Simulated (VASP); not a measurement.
These are PBE GGA, VASP's PBE PAW potentials (set 64) (plane waves; VASP 6.6.1) values and carry that method's errors.

The input files of a VASP run:

INCAR:
```
# general
SYSTEM  = GaP
PREC    = Accurate
ENCUT   = 400
LREAL   = .FALSE.
LASPH   = .TRUE.

# electronic loop
EDIFF   = 1E-6
NELM    = 100   # most electronic steps
ALGO    = Normal   # blocked Davidson
LMAXMIX = 4

# smearing
ISMEAR  = 0
SIGMA   = 0.05   # width (eV)

# functional
GGA     = PE   # PBE

# output
LWAVE   = .TRUE.
LCHARG  = .FALSE.
```

**POSCAR**
```
GaP
1
    0.0000000000     2.7504967113     2.7504967113
    2.7504967113     0.0000000000     2.7504967113
    2.7504967113     2.7504967113     0.0000000000
Ga P
1 1
Direct
  0.0000000000   0.0000000000   0.0000000000
  0.2500000000   0.2500000000   0.2500000000
```

### KPOINTS
```
Automatic mesh
0
Gamma
6 6 6
0 0 0
```

POTCAR, in this order: Ga_d P (PBE.64 set). Program: vasp_std.

The resulting files:

File OSZICAR:
```
       N       E                     dE             d eps       ncg     rms          rms(c)
DAV:   1     0.748315354343E+02    0.74832E+02   -0.81144E+03   416   0.168E+03
DAV:   2    -0.355367550986E+01   -0.78385E+02   -0.75105E+02   446   0.305E+02
DAV:   3    -0.927862747327E+01   -0.57250E+01   -0.57032E+01   526   0.720E+01
DAV:   4    -0.937373818517E+01   -0.95111E-01   -0.95084E-01   500   0.104E+01
DAV:   5    -0.937582534222E+01   -0.20872E-02   -0.20871E-02   527   0.126E+00    0.412E+00
DAV:   6    -0.913462449586E+01    0.24120E+00   -0.47254E-01   630   0.124E+01    0.271E+00
DAV:   7    -0.910988743841E+01    0.24737E-01   -0.11189E-01   514   0.241E+00    0.111E+00
DAV:   8    -0.911013297127E+01   -0.24553E-03   -0.14522E-02   486   0.177E+00    0.154E-01
DAV:   9    -0.911052953363E+01   -0.39656E-03   -0.16070E-03   519   0.695E-01    0.925E-02
DAV:  10    -0.911059916941E+01   -0.69636E-04   -0.13765E-04   574   0.123E-01    0.464E-02
DAV:  11    -0.911067744254E+01   -0.78273E-04   -0.11980E-04   461   0.113E-01    0.747E-03
DAV:  12    -0.911067648706E+01    0.95549E-06   -0.48622E-06   521   0.348E-02
   1 F= -.91106765E+01 E0= -.91106765E+01  d E =-.386155E-16
```

**OUTCAR**
```
------------------------ aborting loop because EDIFF is reached ----------------------------------------
  FORCE on cell =-STRESS in cart. coord.  units (eV):
  Direction    XX          YY          ZZ          XY          YZ          ZX
  --------------------------------------------------------------------------------------
  Total       -0.0068002     -0.0068002     -0.0068002      0.0000000      0.0000000      0.0000000
  in kB       -0.2617985     -0.2617985     -0.2617985      0.0000000      0.0000000      0.0000000
  external PRESSURE =      -0.2617985 kB  Pullay stress =       0.0000000 kB
  volume of cell :       41.62
      direct lattice vectors                 reciprocal lattice vectors
     0.000000000  2.750496711  2.750496711    -0.181785347  0.181785347  0.181785347
     2.750496711  0.000000000  2.750496711     0.181785347 -0.181785347  0.181785347
     2.750496711  2.750496711  0.000000000     0.181785347  0.181785347 -0.181785347
  FREE ENERGIE OF THE ION-ELECTRON SYSTEM (eV)
  ---------------------------------------------------
  free  energy   TOTEN  =        -9.1106764871 eV

  energy  without entropy=       -9.1106764871  energy(sigma->0) =       -9.11067649
```
(Selected blocks of OUTCAR.)

### OUTCAR
```
 val. band max:        4.3803522433   @ k =   0.0000   0.0000   0.0000

 cond. band min:       5.9658894533   @ k =   0.5000   0.0000   0.0000


 Fermi energy:         4.6539760811

 k-point     1 :       0.0000    0.0000    0.0000
  band No.  band energies     occupation
      1     -10.1324      2.00000
      2     -10.1324      2.00000
      3     -10.1324      2.00000
      4     -10.0411      2.00000
      5     -10.0411      2.00000
      6      -7.9081      2.00000
      7       4.3804      2.00000
      8       4.3804      2.00000
      9       4.3804      2.00000
     10       5.9767      0.00000
     11       8.2713      0.00000
     12       8.2713      0.00000
     13       8.2713      0.00000

 k-point     2 :       0.1667    0.0000    0.0000
  band No.  band energies     occupation
      1     -10.1525      2.00000
      2     -10.1253      2.00000
      3     -10.1253      2.00000
      4     -10.0411      2.00000
      5     -10.0411      2.00000
      6      -7.5649      2.00000
      7       2.0121      2.00000
      8       4.0248      2.00000
      9       4.0248      2.00000
     10       6.6667      0.00000
     11       8.8032      0.00000
     12       8.8032      0.00000
     13       9.3121      0.00000

 k-point     3 :       0.3333    0.0000    0.0000
  band No.  band energies     occupation
      1     -10.1885      2.00000
      2     -10.1140      2.00000
      3     -10.1140      2.00000
      4     -10.0380      2.00000
      5     -10.0380      2.00000
      6      -6.6545      2.00000
      7      -0.7283      2.00000
      8       3.5071      2.00000
      9       3.5071      2.00000
     10       6.1883      0.00000
     11       9.1866      0.00000
     12       9.1866      0.00000
     13      11.8406      0.00000

 k-point     4 :       0.5000    0.0000    0.0000
  band No.  band energies     occupation
      1     -10.2048      2.00000
      2     -10.1099      2.00000
      3     -10.1099      2.00000
...
```

The structure comes from a computed database's GaP entry (F-43m); how it stands against other phases isn't given here. It was relaxed first.
